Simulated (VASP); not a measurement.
Output of a VASP run:

File OUTCAR:
```
 ion  position               nearest neighbor table
   1  0.000  0.000  0.000-   2 3.23   2 3.23   2 3.23   2 3.23   2 3.23   2 3.23
   2  0.500  0.500  0.500-   1 3.23   1 3.23   1 3.23   1 3.23   1 3.23   1 3.23
  LATTYP: Found a face centered cubic cell.
 ALAT       =     6.4580931406
 Subroutine PRICEL returns:
 Original cell was already a primitive cell.
 Subroutine GETGRP returns: Found 48 space group operations
The static configuration has the point symmetry O_h .
The dynamic configuration has the point symmetry O_h .
 Subroutine INISYM returns: Found 48 space group operations
 Subroutine IBZKPT returns following result:
 Found     29 irreducible k-points:

 Following reciprocal coordinates:
            Coordinates               Weight
  0.000000  0.000000  0.000000      1.000000
  0.125000  0.000000  0.000000      8.000000
  0.250000  0.000000  0.000000      8.000000
  0.375000  0.000000  0.000000      8.000000
  0.500000  0.000000  0.000000      4.000000
  0.125000  0.125000  0.000000      6.000000
  0.250000  0.125000  0.000000     24.000000
  0.375000  0.125000  0.000000     24.000000
  0.500000  0.125000  0.000000     24.000000
 -0.375000  0.125000  0.000000     24.000000
 -0.250000  0.125000  0.000000     24.000000
 -0.125000  0.125000  0.000000     12.000000
  0.250000  0.250000  0.000000      6.000000
  0.375000  0.250000  0.000000     24.000000
  0.500000  0.250000  0.000000     24.000000
 -0.375000  0.250000  0.000000     24.000000
 -0.250000  0.250000  0.000000     12.000000
  0.375000  0.375000  0.000000      6.000000
  0.500000  0.375000  0.000000     24.000000
 -0.375000  0.375000  0.000000     12.000000
  0.500000  0.500000  0.000000      3.000000
  0.375000  0.250000  0.125000     24.000000
  0.500000  0.250000  0.125000     48.000000
 -0.375000  0.250000  0.125000     24.000000
  0.500000  0.375000  0.125000     24.000000
 -0.375000  0.375000  0.125000     48.000000
 -0.250000  0.375000  0.125000     24.000000
 -0.375000  0.500000  0.125000     12.000000
 -0.250000  0.500000  0.250000      6.000000
   k-points           NKPTS =     29   k-points in BZ     NKDIM =     29   number of bands    NBANDS=     14
   number of dos      NEDOS =    601   number of ions     NIONS =      2
   total plane-waves  NPLWV =  46656
   dimension x,y,z NGX =    36 NGY =   36 NGZ =   36
   dimension x,y,z NGXF=    72 NGYF=   72 NGZF=   72
   ions per type =               1   1
   PREC   = accura    normal or accurate (medium, high low for compatibility)
   ISTART =      0    job   : 0-new  1-cont  2-samecut
   ICHARG =      2    charge: 1-file 2-atom 10-const
   ISPIN  =      1    spin polarized calculation?
   LNONCOLLINEAR =      F non collinear calculations
   LSORBIT =      F    spin-orbit coupling
   INIWAV =      1    electr: 0-lowe 1-rand  2-diag
   ENCUT  =  520.0 eV  38.22 Ry    6.18 a.u.   8.49  8.49  8.49*2*pi/ulx,y,z
   NELM   =    100;   NELMIN=  2; NELMDL= -5     # of ELM steps
   EDIFF  = 0.1E-06   stopping-criterion for ELM
   LREAL  =      F    real-space projection
   NLSPLINE    = F    spline interpolate recip. space projectors
   LMAXMIX     =    4 max onsite mixed and CHGCAR
   VOSKOWN=      0    Vosko Wilk Nusair interpolation
   EDIFFG = 0.1E-05   stopping-criterion for IOM
   NSW    =      0    number of steps for IOM
   NBLOCK =      1;   KBLOCK =      1    inner block; outer block
   IBRION =     -1    ionic relax: 0-MD 1-quasi-New 2-CG
   NFREE  =      0    steps in history (QN), initial steepest desc. (CG)
   ISIF   =      2    stress and relaxation
   ISYM   =      2    0-nonsym 1-usesym 2-fastsym
   TEIN   =    0.0    initial temperature
   TEBEG  =    0.0;   TEEND  =   0.0 temperature during run
   SMASS  =  -3.00    Nose mass-parameter (am)
   PSTRESS=    0.0 pullay stress
   NELECT =      20.0000    total number of electrons
   EFERMI =   0.00;   METHOD = LEGACY
   ISMEAR =    -5;   SIGMA  =   0.20  broadening in eV -4-tet -1-fermi 0-gaus
   IALGO  =     38    algorithm
...
```

OSZICAR:
```
       N       E                     dE             d eps       ncg     rms          rms(c)
DAV:   1     0.123991517489E+03    0.12399E+03   -0.96017E+03   818   0.157E+03
DAV:   2     0.415325201403E+01   -0.11984E+03   -0.11835E+03   842   0.373E+02
DAV:   3    -0.675050357168E+01   -0.10904E+02   -0.10865E+02  1106   0.101E+02
DAV:   4    -0.702110376321E+01   -0.27060E+00   -0.27054E+00   862   0.176E+01
DAV:   5    -0.703331640240E+01   -0.12213E-01   -0.12213E-01  1156   0.358E+00    0.386E+00
DAV:   6    -0.695803182766E+01    0.75285E-01   -0.19578E-01   956   0.306E+00    0.241E+00
DAV:   7    -0.696071178988E+01   -0.26800E-02   -0.68195E-02   988   0.140E+00    0.887E-01
DAV:   8    -0.696258544649E+01   -0.18737E-02   -0.84463E-03   848   0.871E-01    0.171E-01
DAV:   9    -0.696272961056E+01   -0.14416E-03   -0.74578E-04  1028   0.292E-01    0.549E-02
DAV:  10    -0.696280568031E+01   -0.76070E-04   -0.14764E-04   836   0.908E-02    0.252E-02
DAV:  11    -0.696282636182E+01   -0.20682E-04   -0.60824E-05   880   0.613E-02    0.187E-02
DAV:  12    -0.696282669600E+01   -0.33418E-06   -0.27781E-06  1010   0.126E-02    0.110E-02
DAV:  13    -0.696282600097E+01    0.69503E-06   -0.11413E-06   848   0.746E-03    0.307E-03
DAV:  14    -0.696282607266E+01   -0.71685E-07   -0.34496E-07   822   0.646E-03
   1 F= -.69628261E+01 E0= -.69628261E+01  d E =0.000000E+00
```

File OUTCAR:
```
------------------------ aborting loop because EDIFF is reached ----------------------------------------
  FORCE on cell =-STRESS in cart. coord.  units (eV):
  Direction    XX          YY          ZZ          XY          YZ          ZX
  --------------------------------------------------------------------------------------
  Total        0.0401789      0.0401789      0.0401789      0.0000000      0.0000000      0.0000000
  in kB        0.9559943      0.9559943      0.9559943      0.0000000      0.0000000      0.0000000
  external PRESSURE =       0.9559943 kB  Pullay stress =       0.0000000 kB
  volume of cell :       67.34
      direct lattice vectors                 reciprocal lattice vectors
     0.000000000  3.229046570  3.229046570    -0.154844469  0.154844469  0.154844469
     3.229046570  0.000000000  3.229046570     0.154844469 -0.154844469  0.154844469
     3.229046570  3.229046570  0.000000000     0.154844469  0.154844469 -0.154844469
 POSITION                                       TOTAL-FORCE (eV/Angst)
 -----------------------------------------------------------------------------------
      0.00000      0.00000      0.00000         0.000000     -0.000000      0.000000
      3.22905      3.22905      3.22905         0.000000      0.000000     -0.000000
 -----------------------------------------------------------------------------------
    total drift:                               -0.000000      0.000000      0.000000
  FREE ENERGIE OF THE ION-ELECTRON SYSTEM (eV)
  ---------------------------------------------------
  free  energy   TOTEN  =        -6.9628260727 eV

  energy  without entropy=       -6.9628260727  energy(sigma->0) =       -6.96282607

 total charge

# of ion       s       p       d       tot
------------------------------------------
    1        1.384   0.676   9.974  12.033
    2        1.378   1.961   0.023   3.361
--------------------------------------------------
tot          2.761   2.637   9.997  15.395
```
(Selected blocks of OUTCAR.)

POSCAR:
```
SnTe
1
   -0.0000000000     3.2290465703     3.2290465703
    3.2290465703    -0.0000000000     3.2290465703
    3.2290465703     3.2290465703    -0.0000000000
Sn Te
1 1
Direct
  0.0000000000   0.0000000000   0.0000000000
  0.5000000000   0.5000000000   0.5000000000
```

Write an INCAR and KPOINTS that could have produced this output.

This is not unique; one that fits is the input of the run itself, revPBE GGA, plane waves, VASP's PBE PAW potentials (set 64).

**INCAR**
```
ALGO=Normal
EDIFF=1E-7   ! SCF stop (eV)
SYSTEM=SnTe
GGA=RE   ! revPBE
LORBIT=11   ! lm-projected
NELM=100   ! most electronic steps
LCHARG=.TRUE.
NEDOS=601
ENCUT=520   ! plane-wave cut-off (eV)
LMAXMIX=4   ! l cut-off of mixed one-centre charges
PREC=Accurate
LWAVE=.FALSE.
LREAL=.FALSE.   ! projection in real space or not
ISIF=2
ISMEAR=-5   ! tetrahedra, Bloechl
LASPH=.TRUE.   ! aspherical one-centre terms
```

### KPOINTS
```
Regular mesh
0
gamma
 8 8 8
0 0 0
```

POTCAR, in this order: Sn_d Te (PBE.64 set). Program: vasp_std.

The compound is SnTe in the rock salt structure, which distorts at low temperature. It was relaxed first, which changed the volume by +7 %.
